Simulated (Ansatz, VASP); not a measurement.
**Cross-check of Ge (Germanium) between VASP and Ansatz**

Aim: how closely do two programs agree when they are given the same cell, functional and k mesh? The cell is taken from a series of runs on this material, whose earlier steps may have relaxed, scaled, displaced or heated it; both programs get it as it stands.

Method: plane waves, with VASP 6.6.1 beside it; relaxation of cell and atoms at PBE, in Ansatz 0.2.0.

## Step 1: Starting point

Symmetry: Fd-3m, No. 227, cubic system. The conventional cell has a = 5.761 Å, b = 5.761 Å, c = 5.761 Å, α = 90.00°, β = 90.00°, γ = 90.00°. Nearest to Ge lie 4 Ge at 2.49 Å.

As a file:

```xyz
2
Lattice="0.0000 2.8805 2.8805 2.8805 0.0000 2.8805 2.8805 2.8805 0.0000" Properties=species:S:1:pos:R:3 pbc="T T T"
Ge    0.0000    0.0000    0.0000
Ge    1.4403    1.4403    1.4403
```

## Step 2: VASP: relaxation of cell and atoms, PBE

The relaxed volume is the usual yardstick between codes: in a stiff, nearly cubic crystal its relative difference is about their pressure difference at one cell divided by the bulk modulus.

Lines of VASP's logs that name or quote its potential files are left out, and so is its time.

INCAR

```
SYSTEM = Ge
PREC = Accurate
ENCUT = 500
EDIFF = 1E-07
NELM = 120
ISMEAR = -1
SIGMA = 0.15
LREAL = .FALSE.
ALGO = Normal
GGA = PE
NBANDS = 20
LORBIT = 11
LWAVE = .FALSE.
LCHARG = .FALSE.
ISIF = 3
IBRION = 2
NSW = 80
EDIFFG = -0.005
LASPH = .TRUE.
GGA_COMPAT = .FALSE.
NELMIN = 4
KPAR = 2
```

POSCAR

```
Ge
1.0
    0.0000000000      2.8805320000      2.8805320000
    2.8805320000      0.0000000000      2.8805320000
    2.8805320000      2.8805320000      0.0000000000
Ge
2
Direct
    0.0000000000      0.0000000000      0.0000000000
    0.2500000000      0.2500000000      0.2500000000
```

KPOINTS

```
Automatic mesh
0
Gamma
16 16 16
0 0 0
```

The projector-augmented-wave data sets are Ge_d (PBE family, release 64).

On the command line:

```console
> mpirun -np 2 vasp_std
```

Numbers of over 12 decimals in the logs are rounded to 6 here.

What it wrote:

```text
[banner, memory and clock lines left out]
running    2 mpi-ranks, on    1 nodes
 distrk:  each k-point on    1 cores,    2 groups
 distr:  one band on    1 cores,    1 groups

 POSCAR found type information on POSCAR Ge
 POSCAR found :  1 types and       2 ions
 LDA part: xc-table for (Slater+PW92), standard interpolation
 POSCAR, INCAR and KPOINTS ok, starting setup
 FFT: planning ... GRIDC
 FFT: planning ... GRID_SOFT
 FFT: planning ... GRID
 WAVECAR not read
 entering main loop
       N       E                     dE             d eps       ncg     rms          rms(c)
DAV:   1     0.180170247423E+03    0.18017E+03   -0.14601E+04  6236   0.367E+03
DAV:   2     0.164210466717E+02   -0.16375E+03   -0.15960E+03  5812   0.593E+02
DAV:   3    -0.829677882138E+01   -0.24718E+02   -0.24547E+02  6596   0.143E+02
DAV:   4    -0.909659728794E+01   -0.79982E+00   -0.79921E+00  6476   0.302E+01
DAV:   5    -0.911037728472E+01   -0.13780E-01   -0.13779E-01  6556   0.431E+00    0.296E+00
DAV:   6    -0.906319348381E+01    0.47184E-01   -0.19473E-02  6872   0.155E+00    0.176E+00
DAV:   7    -0.903795583126E+01    0.25238E-01   -0.41971E-02  6288   0.201E+00    0.143E-01
DAV:   8    -0.903955548687E+01   -0.15997E-02   -0.57192E-03  6400   0.102E+00    0.402E-02
DAV:   9    -0.903971549465E+01   -0.16001E-03   -0.25136E-04  6476   0.230E-01    0.150E-02
DAV:  10    -0.903974255005E+01   -0.27055E-04   -0.49443E-05  7420   0.693E-02    0.559E-03
DAV:  11    -0.903974475188E+01   -0.22018E-05   -0.67763E-06  7364   0.443E-02    0.149E-03
DAV:  12    -0.903974466207E+01    0.89814E-07   -0.43970E-07  6756   0.133E-02
   1 F= -.90397447E+01 E0= -.90356780E+01  d E =-.903974E+01
 curvature:   0.00 expect dE= 0.000E+00 dE for cont linesearch  0.000E+00
 trial: gam= 0.00000 g(F)=  0.554E-45 g(S)=  0.967E-05 ort = 0.000E+00 (trialstep = 0.100E+01)
 search vector abs. value=  0.967E-05
 bond charge predicted
       N       E                     dE             d eps       ncg     rms          rms(c)
DAV:   1    -0.903995884397E+01   -0.21409E-03   -0.28883E-03  7984   0.102E+00    0.862E-02
DAV:   2    -0.903979752950E+01    0.16131E-03   -0.20956E-04  7628   0.279E-01    0.430E-02
DAV:   3    -0.903974738916E+01    0.50140E-04   -0.80902E-05  7848   0.152E-01    0.102E-02
DAV:   4    -0.903974544985E+01    0.19393E-05   -0.95660E-06  7460   0.591E-02    0.224E-03
DAV:   5    -0.903974528445E+01    0.16540E-06   -0.60875E-07  6248   0.142E-02    0.154E-03
DAV:   6    -0.903974540821E+01   -0.12376E-06   -0.34416E-08  3628   0.340E-03    0.592E-05
DAV:   7    -0.903974542784E+01   -0.19627E-07   -0.55147E-09  3160   0.883E-04
   2 F= -.90397454E+01 E0= -.90356960E+01  d E =-.765771E-06
 trial-energy change:   -0.000001  1 .order   -0.000003   -0.000010    0.000004
 step:   0.4819(harm=  0.7039)  dis= 0.00000  next Energy=    -9.039747 (dE=-0.210E-05)
 reached required accuracy - stopping structural energy minimisation
```

From OUTCAR (step 2):

```text
ion  position               nearest neighbor table
   1  0.000  0.000  0.000-   2 2.49   2 2.49   2 2.49   2 2.49
   2  0.250  0.250  0.250-   1 2.49   1 2.49   1 2.49   1 2.49

  LATTYP: Found a face centered cubic cell.
 ALAT       =     5.7610640000

 Subroutine GETGRP returns: Found 48 space group operations
 (whereof 24 operations were pure point group operations)

The static configuration has the point symmetry T_d .
 The point group associated with its full space group is O_h .

 Found    145 irreducible k-points:

   k-points           NKPTS =    145   k-points in BZ     NKDIM =    145   number of bands    NBANDS=     20

   dimension x,y,z NGX =    30 NGY =   30 NGZ =   30
   dimension x,y,z NGXF=    60 NGYF=   60 NGZF=   60

   ENCUT  =  500.0 eV  36.75 Ry    6.06 a.u.   7.43  7.43  7.43*2*pi/ulx,y,z

   NELECT =      28.0000    total number of electrons

 k-points in reciprocal lattice and weights: Automatic mesh
   0.00000000  0.00000000  0.00000000       0.000
   0.06250000  0.00000000  0.00000000       0.002
   0.12500000  0.00000000  0.00000000       0.002
   0.18750000  0.00000000  0.00000000       0.002
   0.25000000  0.00000000  0.00000000       0.002
   0.31250000  0.00000000  0.00000000       0.002
   0.37500000  0.00000000  0.00000000       0.002
   0.43750000  0.00000000  0.00000000       0.002
   0.50000000  0.00000000  0.00000000       0.001
[...]
-0.31250000  0.50000000  0.18750000       0.003
  -0.25000000  0.50000000  0.25000000       0.001

 average (electrostatic) potential at core
       1 -74.8107       2 -74.8107

 E-fermi :   4.5488

 k-point     1 :       0.0000    0.0000    0.0000
  band No.  band energies     occupation
    ...
     11      -7.8923      2.00000
     12       4.0387      1.93542
     13       4.4835      1.21420
     14       4.4835      1.21420
     15       4.4835      1.21420
     16       7.0141      0.00000
     17       7.0141      0.00000
     18       7.0141      0.00000
     19      10.7809      0.00000
     20      13.8257      0.00000

 k-point     2 :       0.0625    0.0000    0.0000
  band No.  band energies     occupation
    ...
     10     -20.0350      2.00000
     11      -7.8469      2.00000
     12       3.1740      1.99979
     13       4.3927      1.47792
     14       4.3927      1.47792
     15       5.0586      0.06465
     16       7.1362      0.00000
     17       7.1362      0.00000
     18       7.1905      0.00000
     19      11.0326      0.00000
    ...

 k-point     3 :       0.1250    0.0000    0.0000
  band No.  band energies     occupation
    ...
     10     -20.0291      2.00000
     11      -7.7117      2.00000
     12       2.0412      2.00000
     13       4.1721      1.84986
     14       4.1721      1.84986
     15       5.2928      0.01393
     16       7.4349      0.00000
     17       7.4349      0.00000
     18       7.8173      0.00000
     19      11.6706      0.00000
    ...

  Total        0.0048632      0.0048632      0.0048632      0.0000000      0.0000000     -0.0000000
  in kB        0.1631369      0.1631369      0.1631369      0.0000000      0.0000000     -0.0000000
  external PRESSURE =       0.1631369 kB  Pullay stress =       0.0000000 kB

  energy-cutoff  :      500.00
  volume of cell :       47.76
      direct lattice vectors                 reciprocal lattice vectors
     0.000000000  2.879728688  2.879728688    -0.173627468  0.173627468  0.173627468
     2.879728688  0.000000000  2.879728688     0.173627468 -0.173627468  0.173627468
     2.879728688  2.879728688  0.000000000     0.173627468  0.173627468 -0.173627468

 POSITION                                       TOTAL-FORCE (eV/Angst)
 -----------------------------------------------------------------------------------
      0.00000      0.00000      0.00000        -0.000000      0.000000     -0.000000
      1.43986      1.43986      1.43986         0.000000      0.000000      0.000000
 -----------------------------------------------------------------------------------
    total drift:                                0.000000     -0.000000      0.000000

  FREE ENERGIE OF THE ION-ELECTRON SYSTEM (eV)
  ---------------------------------------------------
  free  energy   TOTEN  =        -9.0397454278 eV

  energy  without entropy=       -9.0316465471  energy(sigma->0) =       -9.03569599

 reached required accuracy - stopping structural energy minimisation

 total charge
# of ion       s       p       d       tot
------------------------------------------
    1        1.137   1.208  10.016  12.361
    2        1.137   1.208  10.016  12.361
--------------------------------------------------
tot          2.275   2.415  20.032  24.722

[... 3 further parts left out ...]
```

CONTCAR:

```
Ge
   1.00000000000000
     0.0000000000000000    2.8797286876360109    2.8797286876360109
     2.8797286876360109    0.0000000000000000    2.8797286876360109
     2.8797286876360109    2.8797286876360109    0.0000000000000000
  Ge
     2
Direct
     0.0000000000000000    0.0000000000000000    0.0000000000000000
     0.2500000000000000    0.2500000000000000    0.2500000000000000
```

The run keeps the 48 symmetry operations of its start, so it cannot find a distortion of lower symmetry.

## Step 3: Ansatz: relaxation of cell and atoms, PBE

Ansatz runs on its default PAW (the set named soft_2) files.

The same cell, functional, mesh and smearing now go to Ansatz, which takes its cutoff from its data sets.

input.yaml

```yaml
crystal:
  lattice:
    - [0.0, 2.8805323945, 2.8805323945]
    - [2.8805323945, 0.0, 2.8805323945]
    - [2.8805323945, 2.8805323945, 0.0]
  atoms:
    - { symbol: Ge, position: [0.0, 0.0, 0.0] }
    - { symbol: Ge, position: [0.25, 0.25, 0.25] }
kpoints:
  mp_grid: { grid: [16, 16, 16] }
hamiltonian:
  xc: pbe
scf:
  occupations: { method: fermi_dirac, width: 0.15 }
output:
  forces: true
  stress: true
  eigenvalues: true
relax:
  adjacent_minimum: "off"
  f_tol: 0.001
  max_steps: 60
  cell: { stress_tol: 0.01 }
```

On the command line:

```console
> ansatz run input.yaml --threads 4 --pin off --max-ram 14336MiB --backend cpu --events-out ev --progress --plain --runs-dir out
```

What it wrote:

```text
Engine: ansatz 0.2.0, aarch64-unknown-linux-gnu
Pseudopotentials: kind: paw
Pseudopotential: Ge, paw, valence charge 14, recommended cutoff 420 eV (normal), Ge.paw.azcp
Functional definition: PBE
  parameter kappa = 0.804
  parameter beta = 0.066725
  exchange = pbe_x(kappa = kappa, mu = beta*pi^2/3)
  correlation = pbe_c(beta = beta)
Crystal: 2 atoms, lattice volume = 47.802 Å³
Basis set: ecut = 420 eV, 941 PW (Γ), exchange–correlation on 60×60×60 points (8 copies of the dense FFT grid, shifted against one another)
Bands: 18, of which v1, the nominal top of the filled ones, is band 14 counted from 1 (13 counted from 0)
Symmetry: 48 space group operations
Space group: Fd-3m (ITA 227), of the structure as read, at distance tolerance 3.6e-5 Å
k-points: 145 of 4096
Non-local potential: Ge, projectors of the file, l = 0: 2, l = 1: 2, l = 2: 3, l = 3: 1
PAW form: soft (Blöchl's): semilocal exchange-correlation on the pseudo side does not see the compensation charge
PAW one-centre angular grid: Ge, 590 points (default); XC on 64 Gauss nodes
Initial density: superposition of atomic densities (neutral atoms: chi_scale 0, normalization atom), corrected by the library's trained network
Initial wavefunctions: pseudopotential atomic-orbital guess
Functional: x = pbe(κ = 0.804, μ = 0.219515), c = pbe(β = 0.066725)
SCF iter   1: F=—  HF=-8589.971536 eV  |F-HF|=—  |Δ(HF+E_count)|=         —  Δρ=1.69e-3  dr2=1.73e-3  ethr=1.77e-3  ⟨swp⟩=5.2  Hψ=11950  notcnv=0
preconditioner: auto → Kerker (q_TF=auto, 2.496 Å⁻¹)  [metal: Δε(μ)=0.094 eV  Ē_g=23.222 eV  σ=0.150 eV  W_gap=0.15  n_scr=14 (ndim 8)  ℏωp=28.4 eV  f_vac=0.091  D(μ)=0.09/eV (n_scr^D=0)]
SCF iter   2: F=—  HF=-8589.971051 eV  |F-HF|=—  |Δ(HF+E_count)|=   4.85e-4  Δρ=1.31e-3  dr2=1.05e-3  ethr=6.17e-6  ⟨swp⟩=2.0  Hψ=5284  notcnv=0
SCF iter   3: F=—  HF=-8589.971051 eV  |F-HF|=—  |Δ(HF+E_count)|=   3.81e-7  Δρ=7.24e-4  dr2=4.56e-4  ethr=3.74e-6  ⟨swp⟩=2.0  Hψ=4644  notcnv=0
SCF iter   4: F=—  HF=-8589.971192 eV  |F-HF|=—  |Δ(HF+E_count)|=   1.42e-4  Δρ=3.88e-4  dr2=3.89e-5  ethr=1.63e-6  ⟨swp⟩=2.0  Hψ=3195  notcnv=0
SCF iter   5: F=—  HF=-8589.971208 eV  |F-HF|=—  |Δ(HF+E_count)|=   1.60e-5  Δρ=6.79e-5  dr2=2.71e-6  ethr=1.39e-7  ⟨swp⟩=2.0  Hψ=4705  notcnv=0
SCF iter   6: F=—  HF=-8589.971211 eV  |F-HF|=—  |Δ(HF+E_count)|=   3.01e-6  Δρ=3.90e-5  dr2=3.19e-7  ethr=9.69e-9  ⟨swp⟩=2.0  Hψ=4714  notcnv=0
SCF iter   7: F=-8589.971211 eV  HF=-8589.971211 eV  |F-HF|=7.81e-8  |Δ(HF+E_count)|=   7.13e-8  Δρ=1.37e-5  dr2=3.52e-8  ethr=3.57e-10  ⟨swp⟩=5.0  Hψ=11695  notcnv=0
SCF 1 converged in 7 iterations: F = -8589.971211 eV  dr2 = 3.52e-8
  greatest PAW one-centre occupation: 0.998 electrons in one spin orbital (limit 2), on the Ge atom at site 1 (counted from 0), in its partial waves of l = 2
relax step   1: F+E_penalty+E_count = -8589.97121133 eV  Δ(F+E_penalty+E_count) = +0.000e0 eV  max|allowed force component| = 1.156e-18 eV/Å  Δτ_max = 0.0000 Å  P = +0.074 GPa  Ω = 47.802 Å³  (7 SCF iters, dr2 threshold 1.00e-7 eV, accepted)
[...]
relax step   2: F+E_penalty+E_count = -8589.97121713 eV  Δ(F+E_penalty+E_count) = -5.795e-6 eV  max|allowed force component| = 8.327e-17 eV/Å  Δτ_max = 0.0000 Å  P = +0.013 GPa  Ω = 47.852 Å³  energy of the carried Pulay correction = -7.838e-6 eV  (5 SCF iters, dr2 threshold 1.37e-8 eV, accepted)
[...]
relax step   3: F+E_penalty+E_count = -8589.97121590 eV  Δ(F+E_penalty+E_count) = +1.225e-6 eV  max|allowed force component| = 6.563e-17 eV/Å  Δτ_max = 0.0000 Å  P = +0.000 GPa  Ω = 47.863 Å³  energy of the carried Pulay correction = -9.492e-6 eV  (4 SCF iters, dr2 threshold 4.15e-10 eV, accepted)
[...]
relax step   4: F+E_penalty+E_count = -8589.97121428 eV  Δ(F+E_penalty+E_count) = +1.623e-6 eV  max|allowed force component| = 4.713e-17 eV/Å  Δτ_max = 0.0000 Å  P = +0.000 GPa  Ω = 47.863 Å³  stress off target by 2.20e-5 GPa  SCF on the basis re-selected at this cell (its energy is not comparable with the rows above)  (10 SCF iters)
basis re-selected at this cell: Δ(F+E_penalty+E_count) = +1.623e-6 eV, ΔP = -0.000 GPa vs the last step (what re-selecting the basis moved, of the pressure what is left beyond the Pulay correction that the steps carried, after the strain that the cell walked since its last selection, with what the two solves' SCF thresholds leave and, on support functions, any second-order correction that the steps lacked; it is no m [...]
SCF converged after 10 iterations
Free energy (F): -8589.971214 eV
Harris-Foulkes:  -8589.971214 eV  (|F-HF|=1.82e-12)
Internal energy: -8589.962987 eV  (E = F + TS)
E sigma→0 (E₀):  -8589.967101 eV
Entropy (-TS):   -0.008227 eV (-4.114 meV/atom)
Fermi energy:    7.919314 eV
--- Per-component energies (eV) ---
  E_band       = -315.945965
  E_kinetic    = 221.687591
  E_local      = -5020.000721  (includes V_loc(G=0)·N_el)
  E_nonlocal   = 836.294330
  E_hartree    = 2199.678614
  E_xc         = -150.582507
  E_vxc        = -128.448398  (∫ρ·V_xc dr)
  E_paw        = -4039.175979  (= ΣΔE_a)
  E_vpaw       = -624.836511  (= ΣTr[D̂ρ^β])
  E_aug_tail   = 0.000528  (compensation charges beyond the density's cutoff)
  E_ewald      = -2637.864844
  E_smearing   = -0.008227  (= −TS)
  E_closure    = 0.000000  (closes the sum)
  Σ components = -8589.971214   (vs F -8589.971214, Δ=0.00e0)
--- Forces (eV/Å), atoms counted from 1 ---
  atom   1  Ge     0.00000000    -0.00000000    -0.00000000
  atom   2  Ge     0.00000000    -0.00000000     0.00000000
  max |Σ_I F_I| component: 3.53e-17 eV/Å
--- Stress (GPa, compression-positive) ---
        0.000022      -0.000000      -0.000000
       -0.000000       0.000022      -0.000000
       -0.000000      -0.000000       0.000022
  P = ⅓ Tr σ = 0.0000 GPa (0.000 kbar)
--- Band table (eV; the first three rows and the last of 145) ---
  k-point 0: bands = [... 10 lower, -4.5048, 7.3911, 7.8574, 7.8574, 7.8574, 10.3826, 10.3826, 10.3826]
  k-point 1: bands = [... 10 lower, -4.4594, 6.5383, 7.7668, 7.7668, 8.4218, 10.5043, 10.5043, 10.5580]
  k-point 2: bands = [... 10 lower, -4.3244, 5.4102, 7.5468, 7.5468, 8.6553, 10.8021, 10.8021, 11.1814]
  k-point 144: bands = [... 10 lower, -0.7452, -0.7452, 4.2116, 4.2116, 11.9563, 11.9563, 12.5341, 12.5341]
--- Relaxed structure (3 steps of the walk, 3 accepted, 1 SCFs on fresh bases) ---
  F+E_penalty+E_count = -8589.97121428 eV   max|allowed force component| = 4.713e-17 eV/Å   (the final SCF, on the basis selected at the relaxed cell)
  cell:  # Å, volume = 47.8628 Å³
    - [0, 2.881748, 2.881748]
    - [2.881748, 0, 2.881748]
    - [2.881748, 2.881748, 0]
  atoms:
    - { symbol: Ge, position: [0, 0, 0] }
    - { symbol: Ge, position: [0.25, 0.25, 0.25] }
```

The column dr2 measures how far the density is from self-consistency, as an energy; F and HF (Harris–Foulkes) agree once it is small.

## Step 4: Comparison

Known differences besides the potentials themselves: the cutoff is 420 eV in Ansatz and 500 eV in VASP; Ansatz adds a Pulay correction to the stress that steers its cell, VASP none. Total energies have different zeros and are not compared.

Compared:

```csv
quantity,Ansatz,VASP,difference
volume (Å³),47.86,47.76,+0.21 %
"edge a after relaxation, in the typed setting (Å)",4.075,4.073,+0.07 %
```

## Step 5: Summary of results

| Item | Value |
| --- | --- |
| difference in volume (relaxation of cell and atoms, PBE) | 0.21 % |

**Reading.** The difference in volume is 0.21 % (relaxation of cell and atoms, PBE), within the 1.2 % picked in this series as the mark of a large difference, as far as the stopping tolerances let one tell. Such differences can come from data sets, numerical settings and the points named under the comparisons, not from the functional's error against experiment.

[Lines on the potential files, build, host, timing and source positions are cut from VASP's logs without a mark.]

[Logs are printed without paths, hosts, clocks, repeated set-up lines and the standing remarks that a program may print on its own settings, such as how far it seeks lower states.]

[Hosts, paths, dates, database ids (printed as entryN), source tags and the programs' standing remarks are cut or masked in the printed files.]
